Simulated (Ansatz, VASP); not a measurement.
# SiO2 (Cristobalite) in two plane-wave programs, part 2 of 3

One calculation is typed for both programs; each brings its own data sets. How far apart do they land? The cell is taken from a series of runs on this material, whose earlier steps may have relaxed, scaled, displaced or heated it; both programs get it as it stands.

VASP 6.6.1 and Ansatz 0.2.0.

So far: The starting structure; Ansatz: zone-centre phonons, LDA.

## Step 3: VASP: zone-centre phonons, LDA

Level of this step: LDA; plane waves and PAW (O, Si) (VASP).

The same cell, functional (in two slightly different forms) and mesh now go to VASP, with its own data sets.

Lines of VASP's logs that name or quote its potential files are left out, and so is its time.

INCAR

```
SYSTEM = SiO2
PREC = Accurate
ENCUT = 600
EDIFF = 1E-08
NELM = 120
ISMEAR = 0
SIGMA = 0.01
LREAL = .FALSE.
ALGO = Normal
GGA = CA
NBANDS = 44
LORBIT = 11
LWAVE = .FALSE.
LCHARG = .FALSE.
ISIF = 2
IBRION = 8
LEPSILON = .TRUE.
LASPH = .TRUE.
GGA_COMPAT = .FALSE.
EFERMI = MIDGAP
KPAR = 2
```

POSCAR

```
SiO2
1.0
    4.9928078230      0.0000000000      0.0000000000
    0.0000000000      4.9928078230      0.0000000000
    0.0000000000      0.0000000000      6.9028279578
O Si
8 4
Direct
    0.2388639398      0.1049825834      0.1799073349
    0.3950174166      0.7388639398      0.4299073349
    0.7611360602      0.8950174166      0.6799073349
    0.6049825834      0.2611360602      0.9299073349
    0.7388639398      0.3950174166      0.5700926651
    0.8950174166      0.7611360602      0.3200926651
    0.2611360602      0.6049825834      0.0700926651
    0.1049825834      0.2388639398      0.8200926651
    0.3003289858      0.3003289858      0.0000000000
    0.1996710142      0.8003289858      0.2500000000
    0.6996710142      0.6996710142      0.5000000000
    0.8003289858      0.1996710142      0.7500000000
```

KPOINTS

```
Automatic mesh
0
Gamma
4 4 4
0 0 0
```

The projector-augmented-wave data sets are O and Si (LDA family, release 64).

On the command line:

```console
$ mpirun -np 2 vasp_std
```

Log:

```text
[banner, memory and clock lines left out]
running    2 mpi-ranks, on    1 nodes
 distrk:  each k-point on    1 cores,    2 groups
 distr:  one band on    1 cores,    1 groups

 POSCAR found type information on POSCAR O Si
 POSCAR found :  2 types and      12 ions
 LDA part: xc-table for (Slater(with rela. corr.)+CA(PZ))
 , standard interpolation
 POSCAR, INCAR and KPOINTS ok, starting setup
 FFT: planning ... GRIDC
 FFT: planning ... GRID_SOFT
 FFT: planning ... GRID
 WAVECAR not read
 entering main loop
       N       E                     dE             d eps       ncg     rms          rms(c)
DAV:   1     0.421341834178E+03    0.42134E+03   -0.35384E+04  1584   0.148E+03
DAV:   2    -0.849667175422E+02   -0.50631E+03   -0.48976E+03  2068   0.324E+02
DAV:   3    -0.116979723871E+03   -0.32013E+02   -0.31863E+02  1960   0.865E+01
DAV:   4    -0.117400014474E+03   -0.42029E+00   -0.41963E+00  2000   0.108E+01
DAV:   5    -0.117407389354E+03   -0.73749E-02   -0.73708E-02  1948   0.141E+00    0.302E+01
DAV:   6    -0.104146635797E+03    0.13261E+02   -0.51406E+01  1840   0.327E+01    0.150E+01
DAV:   7    -0.103924598090E+03    0.22204E+00   -0.14654E+00  1888   0.509E+00    0.523E+00
DAV:   8    -0.103802745162E+03    0.12185E+00   -0.78963E-02  1936   0.167E+00    0.201E+00
DAV:   9    -0.103782069386E+03    0.20676E-01   -0.30539E-02  1952   0.105E+00    0.310E-01
DAV:  10    -0.103783190386E+03   -0.11210E-02   -0.34896E-03  1880   0.286E-01    0.116E-01
DAV:  11    -0.103783139939E+03    0.50447E-04   -0.95959E-04  1912   0.161E-01    0.182E-02
DAV:  12    -0.103783143682E+03   -0.37432E-05   -0.23185E-05  1888   0.237E-02    0.108E-02
DAV:  13    -0.103783145091E+03   -0.14089E-05   -0.87260E-06  1840   0.135E-02    0.450E-03
DAV:  14    -0.103783145332E+03   -0.24080E-06   -0.23723E-07  1968   0.250E-03    0.859E-04
DAV:  15    -0.103783145349E+03   -0.17437E-07   -0.16512E-08  1364   0.615E-04    0.508E-04
DAV:  16    -0.103783145347E+03    0.20791E-08   -0.61599E-09  1316   0.413E-04
   1 F= -.10378315E+03 E0= -.10378315E+03  d E =0.000000E+00
 Linear response reoptimize wavefunctions to high precision
DAV:   1    -0.103783145347E+03   -0.40927E-10   -0.41659E-09  1056   0.321E-04
DAV:   2    -0.103783145347E+03   -0.61846E-10   -0.45307E-10  1016   0.107E-04
 Linear response G [H, r] |phi>, progress :
  Direction:   1
       N       E                     dE             d eps       ncg     rms
RMM:   1    -0.242247243624E+03   -0.24225E+03    0.23326E+02  3652   0.960E+01
RMM:   2    -0.226143098264E+03    0.16104E+02   -0.14980E+01  2736   0.187E+01
RMM:   3    -0.226274783264E+03   -0.13168E+00   -0.30011E-01  2859   0.236E+00
RMM:   4    -0.226280057600E+03   -0.52743E-02   -0.82248E-03  2989   0.384E-01
RMM:   5    -0.226280185510E+03   -0.12791E-03   -0.37646E-04  3001   0.705E-02
RMM:   6    -0.226280193919E+03   -0.84088E-05   -0.54285E-05  3051   0.144E-02
RMM:   7    -0.226280193994E+03   -0.74633E-07   -0.40575E-05  3085   0.482E-03
RMM:   8    -0.226280193984E+03    0.94303E-08   -0.30573E-05  3094   0.322E-03
RMM:   9    -0.226280193974E+03    0.98239E-08   -0.69514E-05  2991   0.300E-03
RMM:  10    -0.226280194309E+03   -0.33461E-06   -0.68622E-05  2912   0.297E-03
RMM:  11    -0.226280193927E+03    0.38247E-06   -0.27870E-04  2885   0.299E-03
 Linear response G [H, r] |phi>, progress :
  Direction:   2
       N       E                     dE             d eps       ncg     rms
RMM:   1    -0.241017973415E+03   -0.24102E+03    0.24590E+02  3558   0.959E+01
RMM:   2    -0.232895788646E+03    0.81222E+01   -0.13140E+01  2746   0.180E+01
RMM:   3    -0.233016922794E+03   -0.12113E+00   -0.24662E-01  2838   0.220E+00
RMM:   4    -0.233021766200E+03   -0.48434E-02   -0.71709E-03  2966   0.366E-01
RMM:   5    -0.233021877214E+03   -0.11101E-03   -0.30672E-04  3000   0.652E-02
RMM:   6    -0.233021884481E+03   -0.72675E-05   -0.34157E-05  3055   0.131E-02
RMM:   7    -0.233021884114E+03    0.36783E-06   -0.18029E-05  3094   0.419E-03
RMM:   8    -0.233021884052E+03    0.61918E-07   -0.23182E-05  3095   0.273E-03
RMM:   9    -0.233021884031E+03    0.20613E-07   -0.57705E-06  2976   0.253E-03
RMM:  10    -0.233021884028E+03    0.32484E-08   -0.23954E-05  2910   0.251E-03
RMM:  11    -0.233021883769E+03    0.25918E-06   -0.40815E-06  2872   0.253E-03
 Linear response G [H, r] |phi>, progress :
  Direction:   3
       N       E                     dE             d eps       ncg     rms
RMM:   1    -0.241053724442E+03   -0.24105E+03    0.24468E+02  3558   0.963E+01
RMM:   2    -0.229474133171E+03    0.11580E+02   -0.14484E+01  2713   0.185E+01
RMM:   3    -0.229614133819E+03   -0.14000E+00   -0.28173E-01  2824   0.231E+00
RMM:   4    -0.229619612567E+03   -0.54787E-02   -0.85156E-03  2970   0.388E-01
RMM:   5    -0.229619767499E+03   -0.15493E-03   -0.69559E-04  2992   0.692E-02
RMM:   6    -0.229619778460E+03   -0.10960E-04   -0.40273E-04  3035   0.140E-02
[...]
RMM:   6    -0.644441480377E+00   -0.23882E-02   -0.65204E-04  2957   0.898E-02    0.328E-02
RMM:   7    -0.644881639272E+00   -0.44016E-03   -0.26129E-04  2997   0.399E-02    0.691E-03
RMM:   8    -0.645124506503E+00   -0.24287E-03   -0.22692E-05  2987   0.667E-03    0.236E-03
RMM:   9    -0.645147216594E+00   -0.22710E-04   -0.38473E-07  3009   0.187E-03    0.105E-03
[...]
RMM:  11    -0.370705494846E+00    0.24757E-06    0.57554E-09  6013   0.859E-05    0.226E-05
RMM:  12    -0.370705684456E+00   -0.18961E-06    0.24208E-08  6036   0.699E-05    0.561E-06
RMM:  13    -0.370705656284E+00    0.28171E-07    0.10423E-07  6222   0.604E-05    0.251E-06
RMM:  14    -0.370705677601E+00   -0.21317E-07    0.32177E-08  6086   0.595E-05    0.127E-06
RMM:  15    -0.370705665184E+00    0.12417E-07    0.57736E-08  6119   0.587E-05    0.671E-07
RMM:  16    -0.370705664941E+00    0.24362E-09    0.38465E-08  6077   0.581E-05    0.252E-07
 first order change of Fermi-energy  -0.12016E+00
 force on displaced ion       1 direction 2 :  -7.193 -42.936  23.367
 Born effective charge ion    1 direction 2 :  -0.154  -2.286   0.792
 Linear response progress:
  Degree of freedom:   3/  5
       N       E                     dE             d eps       ncg     rms          rms(c)
RMM:   1    -0.377338384254E+00   -0.37734E+00    0.34633E-01  6292   0.268E+00
RMM:   2    -0.368498153996E+00    0.88402E-02   -0.10443E-02  5358   0.443E-01    0.306E-01
RMM:   3    -0.368950173555E+00   -0.45202E-03   -0.24388E-03  5660   0.195E-01    0.164E-01
RMM:   4    -0.370554363657E+00   -0.16042E-02   -0.13836E-03  5552   0.145E-01    0.459E-02
RMM:   5    -0.370734240536E+00   -0.17988E-03   -0.78794E-05  5961   0.338E-02    0.194E-02
RMM:   6    -0.370583835619E+00    0.15040E-03   -0.30124E-05  5953   0.155E-02    0.329E-03
RMM:   7    -0.370617070294E+00   -0.33235E-04    0.38310E-06  6031   0.393E-03    0.163E-03
RMM:   8    -0.370605148989E+00    0.11921E-04    0.11802E-06  6007   0.155E-03    0.588E-04
RMM:   9    -0.370601397641E+00    0.37513E-05   -0.37367E-07  5957   0.574E-04    0.320E-04
RMM:  10    -0.370603057893E+00   -0.16603E-05    0.30890E-07  5978   0.336E-04    0.717E-05
RMM:  11    -0.370603103651E+00   -0.45758E-07    0.50918E-08  6022   0.116E-04    0.297E-05
RMM:  12    -0.370603217503E+00   -0.11385E-06   -0.19632E-10  6027   0.796E-05    0.934E-06
RMM:  13    -0.370603168821E+00    0.48682E-07    0.71907E-08  6173   0.652E-05    0.360E-06
RMM:  14    -0.370603191418E+00   -0.22597E-07   -0.27476E-08  6157   0.631E-05    0.125E-06
RMM:  15    -0.370603179602E+00    0.11816E-07    0.21802E-08  6148   0.619E-05    0.586E-07
RMM:  16    -0.370603182078E+00   -0.24766E-08   -0.37564E-08  6092   0.613E-05    0.227E-07
 first order change of Fermi-energy  -0.58195E-01
 force on displaced ion       1 direction 3 :   5.782  23.373 -26.364
 Born effective charge ion    1 direction 3 :   0.065   0.790  -1.635
 Linear response progress:
  Degree of freedom:   4/  5
       N       E                     dE             d eps       ncg     rms          rms(c)
RMM:   1    -0.494003947058E-01   -0.49400E-01   -0.30165E-02  9302   0.135E+00
RMM:   2    -0.259326123287E-01    0.23468E-01   -0.45468E-03  5582   0.399E-01    0.281E-01
RMM:   3    -0.253659086438E-01    0.56670E-03   -0.13492E-03  5861   0.124E-01    0.155E-01
RMM:   4    -0.249920015587E-01    0.37391E-03   -0.74246E-04  5980   0.793E-02    0.331E-02
RMM:   5    -0.249299073784E-01    0.62094E-04   -0.97649E-05  5967   0.194E-02    0.986E-03
RMM:   6    -0.249043924692E-01    0.25515E-04   -0.28642E-05  5891   0.115E-02    0.251E-03
RMM:   7    -0.249010633923E-01    0.33291E-05    0.26939E-05  5997   0.318E-03    0.134E-03
RMM:   8    -0.249063609001E-01   -0.52975E-05   -0.35202E-06  5903   0.142E-03    0.288E-04
RMM:   9    -0.249063001472E-01    0.60753E-07   -0.19443E-06  5980   0.316E-04    0.191E-04
RMM:  10    -0.249061611000E-01    0.13905E-06    0.12126E-06  5985   0.209E-04    0.493E-05
RMM:  11    -0.249063661907E-01   -0.20509E-06   -0.85191E-07  5989   0.703E-05    0.185E-05
RMM:  12    -0.249063076507E-01    0.58540E-07   -0.70284E-07  6063   0.325E-05    0.759E-06
RMM:  13    -0.249062967232E-01    0.10927E-07   -0.68407E-07  6185   0.214E-05    0.313E-06
RMM:  14    -0.249062923253E-01    0.43979E-08   -0.45106E-07  6030   0.199E-05    0.831E-07
RMM:  15    -0.249062967691E-01   -0.44437E-08   -0.52752E-07  5843   0.188E-05    0.506E-07
RMM:  16    -0.249062953288E-01    0.14402E-08   -0.45791E-07  5775   0.185E-05    0.308E-07
RMM:  17    -0.249062845696E-01    0.10759E-07   -0.32799E-07  5814   0.183E-05    0.937E-08
 first order change of Fermi-energy   0.44762E-01
 force on displaced ion       9 direction 1 : -46.096   0.043   1.085
 Born effective charge ion    9 direction 1 :   3.335   0.023  -0.332
 Linear response progress:
  Degree of freedom:   5/  5
       N       E                     dE             d eps       ncg     rms          rms(c)
RMM:   1    -0.548049382463E-01   -0.54805E-01   -0.59891E-02  9398   0.138E+00
RMM:   2    -0.277525667764E-01    0.27052E-01   -0.49168E-03  5582   0.414E-01    0.290E-01
RMM:   3    -0.268328994193E-01    0.91967E-03   -0.12889E-03  5920   0.131E-01    0.163E-01
RMM:   4    -0.263227284637E-01    0.51017E-03   -0.18208E-03  6036   0.999E-02    0.335E-02
RMM:   5    -0.261959439192E-01    0.12678E-03   -0.47410E-04  6007   0.251E-02    0.137E-02
RMM:   6    -0.261347612496E-01    0.61183E-04   -0.93488E-05  5921   0.168E-02    0.409E-03
RMM:   7    -0.261317869224E-01    0.29743E-05   -0.19363E-05  6012   0.523E-03    0.247E-03
RMM:   8    -0.261351272834E-01   -0.33404E-05   -0.14547E-05  5958   0.266E-03    0.493E-04
RMM:   9    -0.261339196538E-01    0.12076E-05   -0.14923E-06  5990   0.518E-04    0.287E-04
RMM:  10    -0.261344605666E-01   -0.54091E-06   -0.26227E-06  5917   0.275E-04    0.651E-05
RMM:  11    -0.261343223674E-01    0.13820E-06   -0.14228E-06  6050   0.743E-05    0.306E-05
RMM:  12    -0.261341654872E-01    0.15688E-06   -0.74163E-07  6062   0.450E-05    0.144E-05
RMM:  13    -0.261341489103E-01    0.16577E-07   -0.68031E-07  6054   0.280E-05    0.460E-06
RMM:  14    -0.261341418738E-01    0.70365E-08   -0.52810E-07  6047   0.218E-05    0.168E-06
RMM:  15    -0.261341672900E-01   -0.25416E-07   -0.72640E-07  6093   0.205E-05    0.107E-06
RMM:  16    -0.261341756258E-01   -0.83358E-08   -0.77932E-07  5844   0.197E-05    0.253E-07
RMM:  17    -0.261341664107E-01    0.92151E-08   -0.67550E-07  5824   0.193E-05    0.165E-07
RMM:  18    -0.261341528117E-01    0.13599E-07   -0.44062E-07  5855   0.191E-05    0.366E-08
 first order change of Fermi-energy   0.16317E-05
 force on displaced ion       9 direction 3 :   1.115  -1.121 -50.729
 Born effective charge ion    9 direction 3 :   0.181  -0.182   3.269
 Born effective charges drift removed
 Linear response finished
```

(Continued in part 3 of 3.)

[Lines on the potential files, build, host, timing and source positions are cut from VASP's logs without a mark.]

[Logs are printed without paths, hosts, clocks, repeated set-up lines and the standing remarks that a program may print on its own settings, such as how far it seeks lower states.]

[Hosts, paths, dates, database ids (printed as entryN), source tags and the programs' standing remarks are cut or masked in the printed files.]
